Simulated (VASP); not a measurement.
Given:

```
TcN
1.0
    3.99437     0.00000     0.00000
    0.00000     3.99437     0.00000
    0.00000     0.00000     3.99437
Tc N
3 3
Cartesian
  1.99718   1.99718   0.00000
  0.00000   1.99718   1.99718
  1.99718   0.00000   1.99718
  0.00000   0.00000   1.99718
  1.99718   0.00000   0.00000
  0.00000   1.99718   0.00000
```

Computed with PBEsol GGA with spin-orbit coupling, VASP's PBE PAW potentials (set 64) (plane waves; VASP 6.6.1). Settings: 520 eV cut-off, 7×7×7 Γ-centred mesh, Gaussian smearing of 0.050 eV, potentials Tc_pv N.

Q: Give the energies of bands 49 to 62 at the high-symmetry points, in eV from the Fermi level.

A: 
```
band      Γ      X      M     R
----  -----  -----  -----  ----
49    -1.65  -2.05  -0.94  0.25
50    -1.65  -2.05  -0.94  0.25
51    -1.43  -1.90  -0.67  0.68
52    -1.43  -1.90  -0.67  0.68
53    -1.43  -0.92  -0.52  0.68
54    -1.43  -0.92  -0.52  0.68
55    -1.32   0.04   0.90  0.68
56    -1.32   0.04   0.90  0.68
57    -0.14   0.49   0.97  2.24
58    -0.14   0.49   0.97  2.24
59    -0.14   0.55   1.58  2.24
60    -0.14   0.55   1.58  2.24
61     0.23   1.66   1.66  2.55
62     0.23   1.66   1.66  2.55
```

It has no gap at this level: it comes out as a metal or semimetal.

The structure comes from a computed database's TcN entry (Pm-3m); how it stands against other phases isn't given here. It was relaxed first.
